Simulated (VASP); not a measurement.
Level of theory: LDA (Ceperley-Alder, Perdew-Zunger), VASP's LDA PAW potentials (set 64) (plane waves; VASP).

VASP input:

### INCAR
```
SYSTEM  =  CoO
PREC  =  Accurate; ENCUT  =  400; LREAL  =  F
LASPH  =  T
EDIFF  =  1E-6; NELM  =  100; ALGO  =  Normal
LMAXMIX  =  4
ISMEAR  =  -1; SIGMA  =  0.05
MAGMOM  =  3.0 -3.0 2*0.0
ISPIN  =  2
ISIF  =  2
LWAVE  =  F; LCHARG  =  F; LORBIT  =  11
```

### POSCAR
```
CoO
1
    4.2600000000     2.1300000000     2.1300000000
    2.1300000000     4.2600000000     2.1300000000
    2.1300000000     2.1300000000     4.2600000000
Co O
2 2
Direct
  0.0000000000   0.0000000000   0.0000000000
  0.5000000000   0.5000000000   0.5000000000
  0.2500000000   0.2500000000   0.2500000000
  0.7500000000   0.7500000000   0.7500000000
```

### KPOINTS
```
Automatic
0
Gamma
6 6 6
```

POTCAR, in this order: Co O (LDA.64 set). Program: vasp_std.

What VASP printed:

**OSZICAR**
```
       N       E                     dE             d eps       ncg     rms          rms(c)
DAV:   1     0.224748857490E+03    0.22475E+03   -0.12398E+04  2448   0.159E+03
DAV:   2    -0.412142161831E+01   -0.22887E+03   -0.21713E+03  2477   0.371E+02
DAV:   3    -0.333341824941E+02   -0.29213E+02   -0.27666E+02  2906   0.147E+02
DAV:   4    -0.346927779681E+02   -0.13586E+01   -0.13223E+01  2997   0.331E+01
DAV:   5    -0.347415202023E+02   -0.48742E-01   -0.48661E-01  3156   0.557E+00    0.204E+01
DAV:   6    -0.326351997767E+02    0.21063E+01   -0.60136E+01  3563   0.115E+02    0.283E+01
DAV:   7    -0.296348461508E+02    0.30004E+01   -0.30064E+01  3564   0.103E+02    0.103E+01
DAV:   8    -0.297697672897E+02   -0.13492E+00   -0.26154E+00  2888   0.166E+01    0.603E+00
DAV:   9    -0.296878799918E+02    0.81887E-01   -0.80870E-01  4008   0.169E+01    0.247E+00
DAV:  10    -0.296754469056E+02    0.12433E-01   -0.13828E-01  3275   0.686E+00    0.117E+00
DAV:  11    -0.296660591819E+02    0.93877E-02   -0.71794E-02  3742   0.371E+00    0.304E-01
DAV:  12    -0.296664715331E+02   -0.41235E-03   -0.58507E-03  2705   0.820E-01    0.228E-01
DAV:  13    -0.296661130369E+02    0.35850E-03   -0.21331E-03  2998   0.651E-01    0.801E-02
DAV:  14    -0.296661395565E+02   -0.26520E-04   -0.23681E-04  3568   0.236E-01    0.556E-02
DAV:  15    -0.296661378039E+02    0.17526E-05   -0.54498E-05  3415   0.154E-01    0.314E-02
DAV:  16    -0.296661292700E+02    0.85339E-05   -0.37945E-05  3777   0.668E-02    0.129E-02
DAV:  17    -0.296661288504E+02    0.41956E-06   -0.25152E-06  1971   0.268E-02
   1 F= -.29666129E+02 E0= -.29631576E+02  d E =-.691062E-01  mag=     0.0000
```

**OUTCAR**
```
------------------------ aborting loop because EDIFF is reached ----------------------------------------
  FORCE on cell =-STRESS in cart. coord.  units (eV):
  Direction    XX          YY          ZZ          XY          YZ          ZX
  --------------------------------------------------------------------------------------
  Total       -6.6719557     -6.6719557     -6.6719557      0.8710511      0.8710511      0.8710511
  in kB     -276.5444403   -276.5444403   -276.5444403     36.1040081     36.1040081     36.1040081
  external PRESSURE =    -276.5444403 kB  Pullay stress =       0.0000000 kB
  volume of cell :       38.65
      direct lattice vectors                 reciprocal lattice vectors
     4.260000000  2.130000000  2.130000000     0.352112676 -0.117370892 -0.117370892
     2.130000000  4.260000000  2.130000000    -0.117370892  0.352112676 -0.117370892
     2.130000000  2.130000000  4.260000000    -0.117370892 -0.117370892  0.352112676
 POSITION                                       TOTAL-FORCE (eV/Angst)
 -----------------------------------------------------------------------------------
      0.00000      0.00000      0.00000        -0.000000     -0.000000      0.000000
      4.26000      4.26000      4.26000        -0.000000     -0.000000      0.000000
      2.13000      2.13000      2.13000         0.000000      0.000000      0.000000
      6.39000      6.39000      6.39000        -0.000000     -0.000000     -0.000000
 -----------------------------------------------------------------------------------
    total drift:                                0.000000      0.000000      0.000000
  FREE ENERGIE OF THE ION-ELECTRON SYSTEM (eV)
  ---------------------------------------------------
  free  energy   TOTEN  =       -29.6661288504 eV

  energy  without entropy=      -29.5970226143  energy(sigma->0) =      -29.63157573

 total charge

# of ion       s       p       d       tot
------------------------------------------
    1        0.296   0.356   7.191   7.843
    2        0.296   0.356   7.191   7.843
    3        1.574   3.386   0.000   4.960
    4        1.574   3.386   0.000   4.960
--------------------------------------------------
tot          3.740   7.483  14.383  25.606

 magnetization (x)

# of ion       s       p       d       tot
------------------------------------------
    1       -0.003  -0.005   2.330   2.321
    2        0.003   0.005  -2.330  -2.321
    3        0.000   0.000   0.000   0.000
    4        0.000   0.000   0.000   0.000
--------------------------------------------------
tot          0.000   0.000   0.000   0.000
```
(Selected blocks of OUTCAR.)

At this cut-off the stress carries a Pulay error, which pulls relaxed volumes low.

The structure is a typed CoO crystal. The cell was not relaxed at this level. The k-mesh is coarse (spacing up to 0.41 per Å, 2π included), so the numbers may not be converged in it. The run is one of a series of settings (GGA removed, POTCAR Co O (LDA.64 set) against the base run), some of them coarse on purpose.
